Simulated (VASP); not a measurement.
Input:

```yaml
crystal:
  lattice:
    - [3.80977, 0.00000, 0.00000]
    - [0.00000, 3.80977, 0.00000]
    - [0.00000, 0.00000, 3.80977]
  atoms:
    - { symbol: Tl, position: [0.00000, 0.00000, 0.00000] }
    - { symbol: Cl, position: [0.50000, 0.50000, 0.50000] }
```

Computed with optB86b-vdW, VASP's PBE PAW potentials (set 64) (plane waves; VASP 6.6.1). Run with 520 eV cut-off, 6×6×6 Γ-centred mesh, Gaussian smearing of 0.050 eV, potentials Tl_d Cl.

Unless said otherwise, spin-orbit coupling is left out, though it shifts the bands of the heavy elements here.

**Question.** Estimate the energy per atom (σ→0), band gap (on the k-mesh) with the smallest direct gap where there is one.

**Answer.** 
The band gap (on the k-mesh) is 2.03 eV. The smallest direct gap (on the k-mesh) comes out as 2.03 eV and the energy per atom (σ→0) comes out as -0.706 eV/atom.

Only differences to runs with the same potentials and settings are physical.

The compound is TlCl in the CsCl type structure. It was relaxed first. The start is the result of an earlier pass.
